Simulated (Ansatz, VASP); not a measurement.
# Cross-check of CsNa between VASP and Ansatz

Aim: how closely do two programs agree when they are given the same cell, functional and k mesh? The cell is generated by rule, not measured, and may not be a known phase. The cell is taken from a series of runs on this material, whose earlier steps may have relaxed, scaled, displaced or heated it; both programs get it as it stands.

Program: Ansatz 0.2.0. Level of theory: plane waves, with VASP 6.6.1 beside it; zone-centre phonons at PBEsol. Results are calculated unless marked as measured.

**1. The structure**

Symmetry: Pm-3m, No. 221, cubic system. The conventional cell has a = 5.096 Å, b = 5.096 Å, c = 5.096 Å, α = 90.00°, β = 90.00°, γ = 90.00°. Nearest to Cs lie 8 Na at 4.41 Å. Na has 8 Cs at 4.41 Å nearest. Farther neighbours are not listed.

Structure file:

```xyz
2
Lattice="5.0962 0.0000 0.0000 0.0000 5.0962 0.0000 0.0000 0.0000 5.0962" Properties=species:S:1:pos:R:3 pbc="T T T"
Cs    0.0000    0.0000    0.0000
Na    2.5481    2.5481    2.5481
```

**2. VASP: zone-centre phonons, PBEsol, pair 1**

Second derivatives magnify differences that forces hide, and they need a tight electronic threshold.

Lines of VASP's logs that name or quote its potential files are left out, and so is its time.

Input file INCAR:

```
SYSTEM = CsNa
PREC = Accurate
ENCUT = 500
EDIFF = 1E-08
NELM = 120
ISMEAR = 1
SIGMA = 0.15
LREAL = .FALSE.
ALGO = Normal
GGA = PS
NBANDS = 14
LORBIT = 11
LWAVE = .FALSE.
LCHARG = .FALSE.
ISIF = 2
IBRION = 8
LASPH = .TRUE.
GGA_COMPAT = .FALSE.
KPAR = 2
```

Input file POSCAR:

```
CsNa
1.0
    5.0962465328      0.0000000000      0.0000000000
    0.0000000000      5.0962465328      0.0000000000
    0.0000000000      0.0000000000      5.0962465328
Cs Na
1 1
Direct
    0.0000000000      0.0000000000      0.0000000000
    0.5000000000      0.5000000000      0.5000000000
```

Input file KPOINTS:

```
Automatic mesh
0
Gamma
8 8 8
0 0 0
```

Potentials, in the order of the species: Cs_sv and Na_pv (PBE family, release 64).

Command:

```bash
$ mpirun -np 2 vasp_std
```

Numbers of over 12 decimals in the logs are rounded to 6 here.

The program printed:

```text
[banner, memory and clock lines left out]
running    2 mpi-ranks, on    1 nodes
 distrk:  each k-point on    1 cores,    2 groups
 distr:  one band on    1 cores,    1 groups

 POSCAR found type information on POSCAR CsNa
 POSCAR found :  2 types and       2 ions
|                                                                             |
|               ----> ADVICE to this user running VASP <----                  |
|                                                                             |
|     You enforced a specific xc type in the INCAR file but a different       |
|     [... a line on the potential file left out ...]
|     I HOPE YOU KNOW WHAT YOU ARE DOING!                                     |
|                                                                             |

 LDA part: xc-table for (Slater+PW92), standard interpolation
 POSCAR, INCAR and KPOINTS ok, starting setup
 FFT: planning ... GRIDC
 FFT: planning ... GRID_SOFT
 FFT: planning ... GRID
 WAVECAR not read
 entering main loop
       N       E                     dE             d eps       ncg     rms          rms(c)
DAV:   1     0.951966581672E+02    0.95197E+02   -0.69580E+03   996   0.923E+02
DAV:   2     0.935696926215E+01   -0.85840E+02   -0.79830E+02  1170   0.195E+02
DAV:   3    -0.199143463532E+01   -0.11348E+02   -0.11214E+02  1304   0.634E+01
DAV:   4    -0.230745905705E+01   -0.31602E+00   -0.31589E+00  1100   0.126E+01
DAV:   5    -0.231333888800E+01   -0.58798E-02   -0.58794E-02  1306   0.166E+00    0.322E-01
DAV:   6    -0.230877991648E+01    0.45590E-02   -0.81561E-03  1242   0.698E-01    0.202E-01
DAV:   7    -0.230672969566E+01    0.20502E-02   -0.97387E-03  1374   0.677E-01    0.744E-02
DAV:   8    -0.230672058620E+01    0.91095E-05   -0.70818E-04  1310   0.247E-01    0.151E-02
DAV:   9    -0.230671450364E+01    0.60826E-05   -0.29502E-05  1284   0.303E-02    0.666E-03
DAV:  10    -0.230671276590E+01    0.17377E-05   -0.10525E-05  1224   0.323E-02    0.310E-03
DAV:  11    -0.230671218864E+01    0.57726E-06   -0.15818E-06  1288   0.601E-03    0.779E-04
DAV:  12    -0.230671203970E+01    0.14894E-06   -0.92342E-08  1184   0.243E-03    0.202E-04
DAV:  13    -0.230671205159E+01   -0.11891E-07   -0.57319E-09  1042   0.369E-04    0.118E-04
DAV:  14    -0.230671207289E+01   -0.21301E-07   -0.35090E-09   700   0.315E-04    0.118E-05
DAV:  15    -0.230671207228E+01    0.61277E-09   -0.27613E-10   616   0.113E-04
   1 F= -.23067121E+01 E0= -.23068086E+01  d E =0.289527E-03
 Linear response reoptimize wavefunctions to high precision
DAV:   1    -0.230671207159E+01    0.68735E-09   -0.48734E-11   754   0.545E-05
DAV:   2    -0.230671207159E+01    0.18190E-11   -0.85617E-12   604   0.198E-05
 Linear response DOF=           2
 Linear response progress:
  Degree of freedom:   1/  2
       N       E                     dE             d eps       ncg     rms          rms(c)
RMM:   1    -0.189330666064E+00   -0.18933E+00    0.12668E-01  3204   0.162E+00
RMM:   2    -0.192270675818E+00   -0.29400E-02   -0.36063E-03  3722   0.299E-01    0.922E-03
RMM:   3    -0.192421933945E+00   -0.15126E-03   -0.14654E-04  4032   0.713E-02    0.320E-03
RMM:   4    -0.192451160909E+00   -0.29227E-04   -0.24348E-05  4242   0.241E-02    0.276E-03
RMM:   5    -0.192445291554E+00    0.58694E-05   -0.11723E-06  4058   0.590E-03    0.128E-03
RMM:   6    -0.192439704353E+00    0.55872E-05   -0.41318E-07  3778   0.399E-03    0.982E-04
RMM:   7    -0.192443870048E+00   -0.41657E-05   -0.91895E-08  4083   0.158E-03    0.177E-04
RMM:   8    -0.192444733333E+00   -0.86328E-06   -0.19235E-08  4185   0.677E-04    0.135E-04
RMM:   9    -0.192444116648E+00    0.61668E-06   -0.48772E-09  4057   0.318E-04    0.752E-05
RMM:  10    -0.192444648452E+00   -0.53180E-06    0.24059E-09  4018   0.115E-04    0.737E-06
RMM:  11    -0.192444765063E+00   -0.11661E-06    0.19632E-09  4213   0.473E-05    0.136E-05
RMM:  12    -0.192444728699E+00    0.36364E-07    0.16683E-10  3645   0.237E-05    0.207E-06
RMM:  13    -0.192444701570E+00    0.27129E-07   -0.39388E-10  3866   0.127E-05    0.133E-06
RMM:  14    -0.192444700215E+00    0.13551E-08    0.10044E-09  3263   0.714E-06    0.365E-07
 first order change of Fermi-energy   0.10774E-04
 force on displaced ion       1 direction 1 :  -0.467   0.000   0.000
 Linear response progress:
  Degree of freedom:   2/  2
       N       E                     dE             d eps       ncg     rms          rms(c)
RMM:   1    -0.159119146964E+00   -0.15912E+00   -0.37138E-01  2432   0.451E+00
RMM:   2    -0.162643891734E+00   -0.35247E-02   -0.24783E-02  3158   0.873E-01    0.757E-03
RMM:   3    -0.162890693435E+00   -0.24680E-03   -0.19201E-03  3778   0.233E-01    0.467E-03
RMM:   4    -0.162894618551E+00   -0.39251E-05   -0.49866E-05  4012   0.409E-02    0.313E-03
RMM:   5    -0.162888590960E+00    0.60276E-05   -0.36763E-06  3757   0.159E-02    0.766E-04
RMM:   6    -0.162887782514E+00    0.80845E-06   -0.50008E-07  4033   0.462E-03    0.520E-04
RMM:   7    -0.162887733987E+00    0.48527E-07   -0.18071E-07  3896   0.247E-03    0.105E-04
RMM:   8    -0.162887821229E+00   -0.87242E-07   -0.69297E-08  4230   0.119E-03    0.501E-05
RMM:   9    -0.162888562454E+00   -0.74123E-06   -0.51983E-08  3987   0.699E-04    0.387E-05
RMM:  10    -0.162888491941E+00    0.70513E-07    0.59151E-08  4138   0.417E-04    0.123E-05
RMM:  11    -0.162888556130E+00   -0.64190E-07    0.12229E-07  4492   0.259E-04    0.884E-06
RMM:  12    -0.162888749819E+00   -0.19369E-06    0.23568E-07  4194   0.170E-04    0.408E-06
RMM:  13    -0.162888854000E+00   -0.10418E-06    0.25996E-07  4172   0.116E-04    0.160E-06
RMM:  14    -0.162888846267E+00    0.77327E-08    0.23544E-07  4096   0.782E-05    0.170E-06
RMM:  15    -0.162888867871E+00   -0.21604E-07    0.18208E-07  3712   0.554E-05    0.106E-06
RMM:  16    -0.162888876541E+00   -0.86700E-08    0.14026E-07  3442   0.387E-05    0.722E-07
RMM:  17    -0.162888874100E+00    0.24412E-08    0.10798E-07  1986   0.272E-05    0.918E-07
RMM:  18    -0.162888876866E+00   -0.27666E-08    0.84461E-08  2241   0.203E-05    0.875E-07
 first order change of Fermi-energy  -0.11172E-03
 force on displaced ion       2 direction 1 :  -0.464   0.000  -0.000
 Linear response finished
```

Parts of OUTCAR (step 2):

```text
ion  position               nearest neighbor table
   1  0.000  0.000  0.000-
   2  0.500  0.500  0.500-

  LATTYP: Found a simple cubic cell.
 ALAT       =     5.0962465328

 Subroutine GETGRP returns: Found 48 space group operations
 (whereof 48 operations were pure point group operations)

The static configuration has the point symmetry O_h .

 Found     35 irreducible k-points:

   k-points           NKPTS =     35   k-points in BZ     NKDIM =     35   number of bands    NBANDS=     14

   dimension x,y,z NGX =    40 NGY =   40 NGZ =   40
   dimension x,y,z NGXF=    80 NGYF=   80 NGZF=   80

   ENCUT  =  500.0 eV  36.75 Ry    6.06 a.u.   9.29  9.29  9.29*2*pi/ulx,y,z

   NELECT =      16.0000    total number of electrons

 k-points in reciprocal lattice and weights: Automatic mesh
   0.00000000  0.00000000  0.00000000       0.002
   0.12500000  0.00000000  0.00000000       0.012
   0.25000000  0.00000000  0.00000000       0.012
   0.37500000  0.00000000  0.00000000       0.012
   0.50000000  0.00000000  0.00000000       0.006
   0.12500000  0.12500000  0.00000000       0.023
   0.25000000  0.12500000  0.00000000       0.047
   0.37500000  0.12500000  0.00000000       0.047
   0.50000000  0.12500000  0.00000000       0.023
[...]
0.50000000  0.50000000  0.37500000       0.012
   0.50000000  0.50000000  0.50000000       0.002

 average (electrostatic) potential at core
       1 -52.3356       2 -50.0938

  Total       -0.0103825     -0.0103825     -0.0103825      0.0000000     -0.0000000      0.0000000
  in kB       -0.1256789     -0.1256789     -0.1256789      0.0000000     -0.0000000      0.0000000
  external PRESSURE =      -0.1256789 kB  Pullay stress =       0.0000000 kB

  energy-cutoff  :      500.00
  volume of cell :      132.36
      direct lattice vectors                 reciprocal lattice vectors
     5.096246533  0.000000000  0.000000000     0.196222846  0.000000000  0.000000000
     0.000000000  5.096246533  0.000000000     0.000000000  0.196222846  0.000000000
     0.000000000  0.000000000  5.096246533     0.000000000  0.000000000  0.196222846

 POSITION                                       TOTAL-FORCE (eV/Angst)
 -----------------------------------------------------------------------------------
      0.00000      0.00000      0.00000         0.000000      0.000000      0.000000
      2.54812      2.54812      2.54812         0.000000      0.000000      0.000000
 -----------------------------------------------------------------------------------
    total drift:                               -0.000000      0.000000     -0.000000

 Eigenvectors and eigenvalues of the dynamical matrix
 ----------------------------------------------------

   1 f  =    2.407030 THz    15.123818 2PiTHz   80.289889 cm-1     9.954673 meV
             X         Y         Z           dx          dy          dz
      0.000000  0.000000  0.000000     0.133684    0.360917    0.000000
      2.548123  2.548123  2.548123    -0.320582   -0.865503    0.000000

   2 f  =    2.407030 THz    15.123818 2PiTHz   80.289889 cm-1     9.954673 meV
             X         Y         Z           dx          dy          dz
      0.000000  0.000000  0.000000     0.360917   -0.133684    0.000000
      2.548123  2.548123  2.548123    -0.865503    0.320582   -0.000000

   3 f  =    2.407030 THz    15.123818 2PiTHz   80.289889 cm-1     9.954673 meV
             X         Y         Z           dx          dy          dz
      0.000000  0.000000  0.000000    -0.000000   -0.000000   -0.384880
      2.548123  2.548123  2.548123     0.000000    0.000000    0.922967

   4 f/i=    0.002227 THz     0.013990 2PiTHz    0.074273 cm-1     0.009209 meV
             X         Y         Z           dx          dy          dz
      0.000000  0.000000  0.000000     0.001434   -0.023324    0.922671
      2.548123  2.548123  2.548123     0.000598   -0.009726    0.384756

   5 f/i=    0.002227 THz     0.013990 2PiTHz    0.074273 cm-1     0.009209 meV
             X         Y         Z           dx          dy          dz
      0.000000  0.000000  0.000000     0.057002    0.920913    0.023191
      2.548123  2.548123  2.548123     0.023770    0.384023    0.009671

   6 f/i=    0.002227 THz     0.013990 2PiTHz    0.074273 cm-1     0.009209 meV
             X         Y         Z           dx          dy          dz
      0.000000  0.000000  0.000000    -0.921204    0.056948    0.002872
      2.548123  2.548123  2.548123    -0.384145    0.023747    0.001198

 ELASTIC MODULI CONTR FROM IONIC RELAXATION (kBar)
 Direction    XX          YY          ZZ          XY          YZ          ZX
 --------------------------------------------------------------------------------
 XX           0.0000      0.0000      0.0000      0.0000      0.0000      0.0000
 YY           0.0000      0.0000      0.0000      0.0000      0.0000      0.0000
 ZZ           0.0000      0.0000      0.0000      0.0000      0.0000      0.0000
 XY           0.0000      0.0000      0.0000      0.0000      0.0000      0.0000
 YZ           0.0000      0.0000      0.0000      0.0000      0.0000      0.0000
 ZX           0.0000      0.0000      0.0000      0.0000      0.0000      0.0000
 --------------------------------------------------------------------------------
```

(Part 1 of 2 ends here.)

[Lines on the potential files, build, host, timing and source positions are cut from VASP's logs without a mark.]

[Logs are printed without paths, hosts, clocks, repeated set-up lines and the standing remarks that a program may print on its own settings, such as how far it seeks lower states.]

[Hosts, paths, dates, database ids (printed as entryN), source tags and the programs' standing remarks are cut or masked in the printed files.]
